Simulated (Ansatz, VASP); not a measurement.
# ZrB2 in two plane-wave programs, part 2 of 2

Aim: how closely do two programs agree when they are given the same cell, functional and k mesh? The cell is taken from a series of runs on this material, whose earlier steps may have relaxed, scaled, displaced or heated it; both programs get it as it stands.

VASP 6.6.1 and Ansatz 0.2.0.

So far: Starting point; Ansatz: zone-centre phonons, LDA.

### 3. VASP: zone-centre phonons, LDA

Level of this step: LDA; plane waves and PAW (B, Zr_sv) (VASP).

The same cell, functional (in two slightly different forms), mesh and smearing now go to VASP, with its own data sets.

Lines of VASP's logs that name or quote its potential files are left out, and so is its time.

INCAR

```
SYSTEM = ZrB2
PREC = Accurate
ENCUT = 500
EDIFF = 1E-08
NELM = 120
ISMEAR = 1
SIGMA = 0.2
LREAL = .FALSE.
ALGO = Normal
GGA = PW92
NBANDS = 15
LASPH = .TRUE.
LORBIT = 11
LWAVE = .FALSE.
LCHARG = .FALSE.
ISIF = 2
IBRION = 8
GGA_COMPAT = .FALSE.
KPAR = 2
```

POSCAR

```
ZrB2
1.0
    3.0924169301      0.0000000000      0.0000000000
   -1.5462084650      2.6781116205      0.0000000000
    0.0000000000      0.0000000000      3.4379082510
B Zr
2 1
Direct
    0.3333333333      0.6666666667      0.5000000000
    0.6666666667      0.3333333333      0.5000000000
    0.0000000000      0.0000000000      0.0000000000
```

KPOINTS

```
Automatic mesh
0
Gamma
15 15 12
0 0 0
```

The projector-augmented-wave data sets are B and Zr_sv (LDA family, release 64).

On the command line:

```bash
> mpirun -np 2 vasp_std
```

Numbers of over 12 decimals in the logs are rounded to 6 here.

Output:

```text
[banner, memory and clock lines left out]
running    2 mpi-ranks, on    1 nodes
 distrk:  each k-point on    1 cores,    2 groups
 distr:  one band on    1 cores,    1 groups

 POSCAR found type information on POSCAR B Zr
 POSCAR found :  2 types and       3 ions
|                                                                             |
|               ----> ADVICE to this user running VASP <----                  |
|                                                                             |
|     You enforced a specific xc type in the INCAR file but a different       |
|     [... a line on the potential file left out ...]
|     I HOPE YOU KNOW WHAT YOU ARE DOING!                                     |
|                                                                             |

 LDA part: xc-table for (Slater(with rela. corr.)+PW92), standard interpolation
 POSCAR, INCAR and KPOINTS ok, starting setup
 FFT: planning ... GRIDC
 FFT: planning ... GRID_SOFT
 FFT: planning ... GRID
 WAVECAR not read
 entering main loop
       N       E                     dE             d eps       ncg     rms          rms(c)
DAV:   1     0.103122779709E+03    0.10312E+03   -0.96201E+03  5670   0.117E+03
DAV:   2    -0.260822097581E+02   -0.12920E+03   -0.12437E+03  7126   0.308E+02
DAV:   3    -0.302674926191E+02   -0.41853E+01   -0.41609E+01  8876   0.485E+01
DAV:   4    -0.303434458317E+02   -0.75953E-01   -0.75944E-01  6699   0.590E+00
DAV:   5    -0.303446854966E+02   -0.12397E-02   -0.12396E-02  8716   0.596E-01    0.254E+01
DAV:   6    -0.274907508904E+02    0.28539E+01   -0.65568E+00  7131   0.183E+01    0.104E+01
DAV:   7    -0.274380514316E+02    0.52699E-01   -0.76837E-01  8343   0.562E+00    0.384E+00
DAV:   8    -0.274400847785E+02   -0.20333E-02   -0.12376E-01  6941   0.311E+00    0.478E-01
DAV:   9    -0.274352086080E+02    0.48762E-02   -0.23726E-02  7102   0.128E+00    0.180E-01
DAV:  10    -0.274348955112E+02    0.31310E-03   -0.13172E-03  6515   0.344E-01    0.514E-02
DAV:  11    -0.274348883717E+02    0.71395E-05   -0.80652E-05  7940   0.830E-02    0.156E-02
DAV:  12    -0.274348865211E+02    0.18507E-05   -0.49321E-06  7848   0.155E-02    0.530E-03
DAV:  13    -0.274348863458E+02    0.17528E-06   -0.70026E-07  8552   0.675E-03    0.199E-03
DAV:  14    -0.274348863369E+02    0.88658E-08   -0.53735E-08  6260   0.236E-03
   1 F= -.27434886E+02 E0= -.27435044E+02  d E =0.473478E-03
 Linear response reoptimize wavefunctions to high precision
DAV:   1    -0.274348863370E+02   -0.45020E-10   -0.39198E-09  6967   0.535E-04
DAV:   2    -0.274348863370E+02   -0.18190E-11   -0.14394E-10  3171   0.109E-04
 Linear response DOF=           4
 Linear response progress:
  Degree of freedom:   1/  4
       N       E                     dE             d eps       ncg     rms          rms(c)
RMM:   1    -0.497797833001E-01   -0.49780E-01   -0.27110E-02 57823   0.110E+00
RMM:   2    -0.443726909258E-01    0.54071E-02   -0.23163E-03 47244   0.257E-01    0.160E-01
RMM:   3    -0.442277804508E-01    0.14491E-03   -0.78483E-04 44603   0.138E-01    0.792E-02
RMM:   4    -0.447462430752E-01   -0.51846E-03   -0.51554E-04 43505   0.111E-01    0.866E-03
RMM:   5    -0.447547181443E-01   -0.84751E-05   -0.56440E-05 52846   0.304E-02    0.248E-03
RMM:   6    -0.447556321179E-01   -0.91397E-06   -0.10141E-05 55909   0.106E-02    0.137E-03
RMM:   7    -0.447521765594E-01    0.34556E-05   -0.25639E-06 56116   0.475E-03    0.304E-04
RMM:   8    -0.447540787995E-01   -0.19022E-05   -0.75915E-07 58309   0.211E-03    0.167E-04
RMM:   9    -0.447535470013E-01    0.53180E-06    0.70753E-08 59339   0.948E-04    0.322E-05
RMM:  10    -0.447536517537E-01   -0.10475E-06   -0.41133E-08 58702   0.445E-04    0.275E-05
RMM:  11    -0.447535158553E-01    0.13590E-06   -0.29079E-08 58737   0.217E-04    0.894E-06
RMM:  12    -0.447534940049E-01    0.21850E-07   -0.11564E-07 60065   0.108E-04    0.455E-06
RMM:  13    -0.447534791622E-01    0.14843E-07   -0.90413E-08 58862   0.552E-05    0.452E-06
RMM:  14    -0.447534772428E-01    0.19194E-08   -0.61419E-08 57567   0.298E-05    0.251E-06
 first order change of Fermi-energy   0.18687E-04
 force on displaced ion       1 direction 1 : -18.083  -0.001   0.000
 Linear response progress:
  Degree of freedom:   2/  4
       N       E                     dE             d eps       ncg     rms          rms(c)
RMM:   1    -0.488922573541E-01   -0.48892E-01   -0.16711E-03 20284   0.116E+00
RMM:   2    -0.461164824186E-01    0.27758E-02   -0.18455E-03 16277   0.255E-01    0.131E-01
RMM:   3    -0.459806474431E-01    0.13583E-03   -0.10402E-03 15697   0.158E-01    0.597E-02
RMM:   4    -0.463943508477E-01   -0.41370E-03   -0.40236E-04 16414   0.992E-02    0.127E-02
RMM:   5    -0.464738532749E-01   -0.79502E-04   -0.60484E-05 18382   0.365E-02    0.399E-03
RMM:   6    -0.464872598184E-01   -0.13407E-04   -0.12940E-05 18939   0.139E-02    0.924E-04
RMM:   7    -0.464795667622E-01    0.76931E-05   -0.26571E-06 19710   0.605E-03    0.274E-04
RMM:   8    -0.464808194605E-01   -0.12527E-05    0.49753E-07 19536   0.286E-03    0.140E-04
RMM:   9    -0.464797606717E-01    0.10588E-05   -0.12549E-07 19619   0.145E-03    0.975E-05
RMM:  10    -0.464801806948E-01   -0.42002E-06    0.91177E-08 19769   0.765E-04    0.131E-05
RMM:  11    -0.464802363674E-01   -0.55673E-07    0.27428E-07 21120   0.369E-04    0.122E-05
RMM:  12    -0.464802301416E-01    0.62258E-08    0.32837E-07 20792   0.180E-04    0.956E-06
RMM:  13    -0.464801900268E-01    0.40115E-07    0.27901E-07 20338   0.920E-05    0.521E-06
RMM:  14    -0.464802119874E-01   -0.21961E-07    0.23058E-07 20670   0.484E-05    0.337E-06
RMM:  15    -0.464802080931E-01    0.38944E-08    0.17690E-07 19976   0.272E-05    0.169E-06
RMM:  16    -0.464802084061E-01   -0.31303E-09    0.12857E-07 19986   0.151E-05    0.103E-06
RMM:  17    -0.464802093570E-01   -0.95089E-09    0.96522E-08 18922   0.990E-06    0.704E-07
 first order change of Fermi-energy  -0.87037E-04
 force on displaced ion       1 direction 3 :  -0.000   0.000 -11.906
 Linear response progress:
  Degree of freedom:   3/  4
       N       E                     dE             d eps       ncg     rms          rms(c)
RMM:   1    -0.663791267092E+00   -0.66379E+00    0.30441E+00 15570   0.151E+01
RMM:   2    -0.606310019056E+00    0.57481E-01   -0.18647E-01 21306   0.283E+00    0.171E-01
RMM:   3    -0.607864734918E+00   -0.15547E-02   -0.32293E-02 25341   0.848E-01    0.535E-02
RMM:   4    -0.609443007864E+00   -0.15783E-02   -0.55223E-03 31571   0.294E-01    0.311E-02
RMM:   5    -0.609863658061E+00   -0.42065E-03   -0.82458E-04 31517   0.110E-01    0.163E-02
RMM:   6    -0.609849526740E+00    0.14131E-04   -0.13164E-04 31775   0.487E-02    0.283E-03
RMM:   7    -0.609828697625E+00    0.20829E-04   -0.36435E-05 32748   0.223E-02    0.304E-03
RMM:   8    -0.609826156467E+00    0.25412E-05    0.65949E-06 32577   0.121E-02    0.955E-04
RMM:   9    -0.609832496349E+00   -0.63399E-05   -0.32302E-06 33362   0.716E-03    0.182E-04
RMM:  10    -0.609833923542E+00   -0.14272E-05   -0.37392E-06 34238   0.445E-03    0.648E-05
RMM:  11    -0.609834260280E+00   -0.33674E-06   -0.23863E-06 34764   0.311E-03    0.131E-04
RMM:  12    -0.609829439352E+00    0.48209E-05   -0.19100E-06 32318   0.241E-03    0.212E-04
RMM:  13    -0.609835913648E+00   -0.64743E-05   -0.13488E-06 29479   0.200E-03    0.148E-04
RMM:  14    -0.609837528450E+00   -0.16148E-05   -0.11425E-06 33379   0.148E-03    0.753E-05
[...]
RMM:  22    -0.609842575992E+00    0.51077E-07   -0.21690E-07 30837   0.365E-04    0.193E-05
RMM:  23    -0.609842601615E+00   -0.25623E-07   -0.18088E-07 28023   0.319E-04    0.252E-05
RMM:  24    -0.609842599716E+00    0.18991E-08   -0.16031E-07 23519   0.281E-04    0.311E-05
RMM:  25    -0.609842636529E+00   -0.36814E-07   -0.13767E-07 26702   0.249E-04    0.351E-05
RMM:  26    -0.609842659571E+00   -0.23041E-07   -0.11916E-07 24722   0.221E-04    0.389E-05
RMM:  27    -0.609842712378E+00   -0.52808E-07   -0.10508E-07 29115   0.199E-04    0.412E-05
RMM:  28    -0.609842724613E+00   -0.12235E-07   -0.95509E-08 20943   0.177E-04    0.444E-05
RMM:  29    -0.609842755312E+00   -0.30698E-07   -0.82683E-08 26520   0.160E-04    0.465E-05
 first order change of Fermi-energy   0.10291E-03
 force on displaced ion       3 direction 1 : -15.714   0.000   0.000
 Linear response progress:
  Degree of freedom:   4/  4
       N       E                     dE             d eps       ncg     rms          rms(c)
RMM:   1    -0.743013277315E+00   -0.74301E+00    0.27279E+00  6638   0.149E+01
RMM:   2    -0.683735920788E+00    0.59277E-01   -0.16085E-01  8844   0.268E+00    0.197E-01
RMM:   3    -0.687327384208E+00   -0.35915E-02   -0.35442E-02 10258   0.787E-01    0.628E-02
RMM:   4    -0.689646491909E+00   -0.23191E-02   -0.65595E-03 11969   0.281E-01    0.375E-02
RMM:   5    -0.689893213860E+00   -0.24672E-03   -0.95075E-04 12437   0.102E-01    0.230E-02
RMM:   6    -0.689772342864E+00    0.12087E-03   -0.11144E-04 12689   0.478E-02    0.335E-03
RMM:   7    -0.689827749784E+00   -0.55407E-04   -0.51783E-05 12695   0.207E-02    0.357E-03
RMM:   8    -0.689813408069E+00    0.14342E-04   -0.27622E-05 12853   0.108E-02    0.964E-04
RMM:   9    -0.689815999151E+00   -0.25911E-05   -0.21662E-05 13813   0.602E-03    0.764E-04
RMM:  10    -0.689818035126E+00   -0.20360E-05   -0.17204E-05 13112   0.428E-03    0.362E-04
RMM:  11    -0.689818147231E+00   -0.11210E-06   -0.15243E-05 13064   0.280E-03    0.773E-05
RMM:  12    -0.689818672696E+00   -0.52547E-06   -0.14569E-05 13684   0.202E-03    0.118E-04
RMM:  13    -0.689818747925E+00   -0.75230E-07   -0.11996E-05 14098   0.144E-03    0.122E-04
RMM:  14    -0.689818309117E+00    0.43881E-06   -0.10607E-05 13235   0.114E-03    0.702E-05
RMM:  15    -0.689817780945E+00    0.52817E-06   -0.93100E-06 12863   0.889E-04    0.963E-05
RMM:  16    -0.689817538507E+00    0.24244E-06   -0.81734E-06 13929   0.702E-04    0.108E-04
RMM:  17    -0.689818551405E+00   -0.10129E-05   -0.73067E-06 11551   0.612E-04    0.878E-05
RMM:  18    -0.689819328732E+00   -0.77733E-06   -0.63884E-06 12749   0.493E-04    0.764E-05
RMM:  19    -0.689819195783E+00    0.13295E-06   -0.57141E-06 12709   0.380E-04    0.846E-05
RMM:  20    -0.689819367485E+00   -0.17170E-06   -0.50276E-06 12880   0.315E-04    0.853E-05
 first order change of Fermi-energy   0.12006E-03
 force on displaced ion       3 direction 3 :   0.000   0.000 -17.848
 Linear response finished
```

From OUTCAR (step 3):

```text
ion  position               nearest neighbor table
   1  0.333  0.667  0.500-   2 1.79   2 1.79   2 1.79   3 2.48   3 2.48   3 2.48   3 2.48   3 2.48
                             3 2.48
   2  0.667  0.333  0.500-   1 1.79   1 1.79   1 1.79   3 2.48   3 2.48   3 2.48   3 2.48   3 2.48
                             3 2.48
   3  0.000  0.000  0.000-   1 2.48   2 2.48   1 2.48   2 2.48   1 2.48   1 2.48   2 2.48   2 2.48
                             2 2.48   2 2.48   1 2.48   1 2.48

  LATTYP: Found a hexagonal cell.
 ALAT       =     3.0924169301
 C/A-ratio  =     1.1117221024

 Subroutine GETGRP returns: Found 24 space group operations
 (whereof 24 operations were pure point group operations)

The static configuration has the point symmetry D_6h.

 Found    189 irreducible k-points:

   k-points           NKPTS =    189   k-points in BZ     NKDIM =    189   number of bands    NBANDS=     15

   dimension x,y,z NGX =    24 NGY =   24 NGZ =   28
   dimension x,y,z NGXF=    48 NGYF=   48 NGZF=   56

   ENCUT  =  500.0 eV  36.75 Ry    6.06 a.u.   5.64  5.64  6.27*2*pi/ulx,y,z

   NELECT =      18.0000    total number of electrons

 k-points in reciprocal lattice and weights: Automatic mesh
   0.00000000  0.00000000  0.00000000       0.000
   0.06666667  0.00000000  0.00000000       0.002
   0.13333333 -0.00000000  0.00000000       0.002
   0.20000000 -0.00000000  0.00000000       0.002
   0.26666667 -0.00000000  0.00000000       0.002
   0.33333333  0.00000000  0.00000000       0.002
   0.40000000  0.00000000  0.00000000       0.002
   0.46666667 -0.00000000  0.00000000       0.002
   0.06666667  0.06666667  0.00000000       0.002
[...]
0.33333333  0.26666667  0.50000000       0.004
   0.33333333  0.33333333  0.50000000       0.001

 average (electrostatic) potential at core
       1 -26.1553       2 -26.1553       3 -71.2985

  Total        2.0857762      2.0857762      2.1039981      0.0000000      0.0000000      0.0000000
  in kB      117.3700529    117.3700529    118.3954247      0.0000000      0.0000000      0.0000000
  external PRESSURE =     117.7118435 kB  Pullay stress =       0.0000000 kB

  energy-cutoff  :      500.00
  volume of cell :       28.47
      direct lattice vectors                 reciprocal lattice vectors
     3.092416930  0.000000000  0.000000000     0.323371661  0.186698716  0.000000000
    -1.546208465  2.678111621  0.000000000     0.000000000  0.373397431  0.000000000
     0.000000000  0.000000000  3.437908251     0.000000000  0.000000000  0.290874546

 POSITION                                       TOTAL-FORCE (eV/Angst)
 -----------------------------------------------------------------------------------
     -0.00000      1.78541      1.71895         0.000000      0.000000     -0.000000
      1.54621      0.89270      1.71895        -0.000000      0.000000      0.000000
      0.00000      0.00000      0.00000        -0.000000      0.000000      0.000000
 -----------------------------------------------------------------------------------
    total drift:                               -0.000000      0.000000      0.000000

 Eigenvectors and eigenvalues of the dynamical matrix
 ----------------------------------------------------

   1 f  =   25.301162 THz   158.971890 2PiTHz  843.955922 cm-1   104.637151 meV
             X         Y         Z           dx          dy          dz
     -0.000000  1.785408  1.718954    -0.664561   -0.241574   -0.000000
      1.546208  0.892704  1.718954     0.664561    0.241574    0.000000
      0.000000  0.000000  0.000000    -0.000000    0.000000   -0.000000

   2 f  =   25.301162 THz   158.971890 2PiTHz  843.955922 cm-1   104.637151 meV
             X         Y         Z           dx          dy          dz
     -0.000000  1.785408  1.718954    -0.241574    0.664561    0.000000
      1.546208  0.892704  1.718954     0.241574   -0.664561   -0.000000
      0.000000  0.000000  0.000000     0.000000    0.000000   -0.000000

   3 f  =   18.356154 THz   115.335116 2PiTHz  612.295386 cm-1    75.914918 meV
             X         Y         Z           dx          dy          dz
     -0.000000  1.785408  1.718954    -0.000000    0.000000   -0.707107
      1.546208  0.892704  1.718954    -0.000000   -0.000000    0.707107
      0.000000  0.000000  0.000000    -0.000000   -0.000000    0.000000

   4 f  =   15.785646 THz    99.184141 2PiTHz  526.552481 cm-1    65.284158 meV
             X         Y         Z           dx          dy          dz
     -0.000000  1.785408  1.718954    -0.000000   -0.000000    0.635651
      1.546208  0.892704  1.718954    -0.000000   -0.000000    0.635651
      0.000000  0.000000  0.000000     0.000000    0.000000   -0.438058

   5 f  =   14.816972 THz    93.097780 2PiTHz  494.240984 cm-1    61.278045 meV
             X         Y         Z           dx          dy          dz
     -0.000000  1.785408  1.718954     0.597453    0.217184    0.000000
      1.546208  0.892704  1.718954     0.597453    0.217184    0.000000
      0.000000  0.000000  0.000000    -0.411557   -0.149608   -0.000000

   6 f  =   14.816972 THz    93.097780 2PiTHz  494.240984 cm-1    61.278045 meV
             X         Y         Z           dx          dy          dz
     -0.000000  1.785408  1.718954     0.217184   -0.597453   -0.000000
      1.546208  0.892704  1.718954     0.217184   -0.597453   -0.000000
      0.000000  0.000000  0.000000    -0.149608    0.411557    0.000000

   7 f/i=    0.002923 THz     0.018366 2PiTHz    0.097501 cm-1     0.012089 meV
             X         Y         Z           dx          dy          dz
     -0.000000  1.785408  1.718954     0.290389   -0.107494   -0.000000
      1.546208  0.892704  1.718954     0.290389   -0.107494   -0.000000
      0.000000  0.000000  0.000000     0.843110   -0.312097   -0.000000

   8 f/i=    0.002923 THz     0.018366 2PiTHz    0.097501 cm-1     0.012089 meV
             X         Y         Z           dx          dy          dz
     -0.000000  1.785408  1.718954    -0.107494   -0.290389   -0.000000
      1.546208  0.892704  1.718954    -0.107494   -0.290389   -0.000000
      0.000000  0.000000  0.000000    -0.312097   -0.843110   -0.000000

   9 f/i=    0.005781 THz     0.036323 2PiTHz    0.192830 cm-1     0.023908 meV
             X         Y         Z           dx          dy          dz
     -0.000000  1.785408  1.718954    -0.000000   -0.000000    0.309754
      1.546208  0.892704  1.718954    -0.000000   -0.000000    0.309754
      0.000000  0.000000  0.000000    -0.000000   -0.000000    0.898947

 ELASTIC MODULI CONTR FROM IONIC RELAXATION (kBar)
 Direction    XX          YY          ZZ          XY          YZ          ZX
 --------------------------------------------------------------------------------
 XX          -5.4977      5.4977     -0.0000     -0.0000      0.0000     -0.0000
 YY           5.4977     -5.4977     -0.0000     -0.0000     -0.0000      0.0000
 ZZ          -0.0000     -0.0000     -0.0000     -0.0000     -0.0000      0.0000
 XY          -0.0000     -0.0000     -0.0000     -5.4977     -0.0000      0.0000
 YZ           0.0000     -0.0000     -0.0000     -0.0000     -0.0000      0.0000
 ZX          -0.0000      0.0000      0.0000      0.0000      0.0000     -0.0000
 --------------------------------------------------------------------------------
```

### 4. Comparison

Known differences besides the potentials themselves: the cutoff is 420 eV in Ansatz and 500 eV in VASP; VASP's log shows a relativistic correction to its local exchange, Ansatz's none. Total energies have different zeros and are not compared.

Both answers:

| quantity | Ansatz | VASP | difference |
| --- | --- | --- | --- |
| optical mode 1 to 2 (cm⁻¹) | 493.8 | 494.2 | -0.10 % |
| optical mode 3 (cm⁻¹) | 525.5 | 526.6 | -0.20 % |
| optical mode 4 (cm⁻¹) | 611.2 | 612.3 | -0.17 % |
| optical mode 5 to 6 (cm⁻¹) | 843.7 | 844.0 | -0.03 % |

Modes are paired by rising frequency, not by their patterns, so a pair may set unlike modes beside each other; they are those without the splitting of longitudinal modes.

### 5. Results

- r.m.s. difference of the optical zone-centre modes, each program's sorted by frequency (zone-centre phonons, LDA): 0.69 cm⁻¹

**Reading.** The r.m.s. difference of the optical zone-centre modes, each program's sorted by frequency is 0.69 cm⁻¹ (zone-centre phonons, LDA). How closely two codes agree says nothing of how well the functional describes the real material.

[Lines on the potential files, build, host, timing and source positions are cut from VASP's logs without a mark.]

[Logs are printed without paths, hosts, clocks, repeated set-up lines and the standing remarks that a program may print on its own settings, such as how far it seeks lower states.]

[Hosts, paths, dates, database ids (printed as entryN), source tags and the programs' standing remarks are cut or masked in the printed files.]
